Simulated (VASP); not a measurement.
The system is W.

```
W
1.0
    -1.58234    1.58234    1.58234
     1.58234   -1.58234    1.58234
     1.58234    1.58234   -1.58234
W
1
Direct
  0.00000 0.00000 0.00000
```

| Item | Value |
| --- | --- |
| Program | VASP 6.6.1 |
| Task | relaxation of cell and atoms |
| Functional | PBE |
| Potentials or basis | VASP PAW PBE potentials, release 64 (W_sv) |
| Cutoff | 520 eV |
| k mesh | 18 × 18 × 18 |
| Occupations | gaussian, width 0.1 eV |
| Spin | no spin polarisation |

At the start: pressure 6.2 GPa; volume 15.85 Å³/atom.

Where does the relaxation end?

Over 3 steps the energy falls by 5.9 meV/atom and the volume is 16.17 Å³/atom (+2.0 %); space group Im-3m (No. 229, to 0.05 Å).

Step by step:
| step | energy change (eV) | largest force (eV/Å) | pressure (GPa) | volume (Å³) |
| --- | --- | --- | --- | --- |
| 1 | 0.0000 | 0.0000 | 6.24 | 15.85 |
| 2 | 0.0629 | 0.0000 | -18.07 | 17.31 |
| 3 | -0.0059 | 0.0000 | -0.18 | 16.17 |

Final structure:
```
W
1.0
    -1.59295    1.59295    1.59295
     1.59295   -1.59295    1.59295
     1.59295    1.59295   -1.59295
W
1
Direct
  0.00000 0.00000 0.00000
```
